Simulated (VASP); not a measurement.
VASP runs on CoSi$_{2}$ (fluorite) share one base input (PBE GGA, plane waves, VASP's PBE PAW potentials (set 64)) and change the settings named in each case.

### POSCAR
```
CoSi2
1
    0.0000000000     2.6800000000     2.6800000000
    2.6800000000     0.0000000000     2.6800000000
    2.6800000000     2.6800000000     0.0000000000
Co Si
1 2
Direct
  0.0000000000   0.0000000000   0.0000000000
  0.2500000000   0.2500000000   0.2500000000
  0.7500000000   0.7500000000   0.7500000000
```

**KPOINTS**
```
Automatic mesh
0
Gamma
9 9 9
0 0 0
```

**INCAR**
```
! general
SYSTEM   =  CoSi2
PREC     =  Accurate
ENCUT    =  400
LREAL    =  .FALSE.
LASPH    =  .TRUE.

! electronic loop
EDIFF    =  1E-6
NELM     =  100
ALGO     =  Normal
LMAXMIX  =  4

! smearing
ISMEAR   =  1
SIGMA    =  0.1

! functional
GGA      =  PE

! ions
ISIF     =  2

! output
LWAVE    =  .FALSE.
LCHARG   =  .FALSE.
```

POTCAR, in this order: Co Si (PBE.64 set). Program: vasp_std.

```csv
change,E(σ→0) (eV/atom),pressure (GPa),−TS (eV)
base run,-6.4300,-0.23,-0.0005
"LDAU = .TRUE., LDAUJ = 0 0, LDAUL = 2 -1, LDAUTYPE = 2, LDAUU = 1.0 0",-6.1331,-1.35,0.0000
"LDAU = .TRUE., LDAUJ = 0 0, LDAUL = 2 -1, LDAUTYPE = 2, LDAUU = 2.0 0",-5.8405,-2.54,0.0002
"LDAU = .TRUE., LDAUJ = 0 0, LDAUL = 2 -1, LDAUTYPE = 2, LDAUU = 3.0 0",-5.5526,-3.64,0.0003
"LDAU = .TRUE., LDAUJ = 0 0, LDAUL = 2 -1, LDAUTYPE = 2, LDAUU = 4.0 0",-5.2697,-4.99,0.0001
"LDAU = .TRUE., LDAUJ = 0 0, LDAUL = 2 -1, LDAUTYPE = 2, LDAUU = 5.0 0",-4.9922,-6.08,-0.0004
"LDAU = .TRUE., LDAUJ = 0 0, LDAUL = 2 -1, LDAUTYPE = 2, LDAUU = 6.0 0",-4.7207,___,___
"LDAU = .TRUE., LDAUJ = 0 0, LDAUL = 2 -1, LDAUTYPE = 2, LDAUU = 8.0 0",-4.1976,-10.09,-0.0034
"LDAU = .TRUE., LDAUJ = 0 0, LDAUL = 2 -1, LDAUTYPE = 2, LDAUU = 5.0 0, LMAXMIX = 2",-4.9922,-6.18,-0.0004
```

### Question
Complete the blanks.

### Answer

- LDAU = .TRUE., LDAUJ = 0 0, LDAUL = 2 -1, LDAUTYPE = 2, LDAUU = 6.0 0, pressure (GPa): -7.35
- LDAU = .TRUE., LDAUJ = 0 0, LDAUL = 2 -1, LDAUTYPE = 2, LDAUU = 6.0 0, −TS (eV): -0.0012

Energies of different potentials or functionals have different zeros.

Left out are runs that ran out of time, are held back, or changed the cell or the kind of run, fixed moments of cells without a moment, rows past the twelfth, gaps on odd meshes, pressures of charged cells and columns that move by less than the noise.

The compound is CoSi2 in the fluorite structure. The cell was not relaxed at this level. The run is not spin-polarised, so no magnetic state was tried. The electron count is odd and the run is not spin-polarised, which forces a metal.
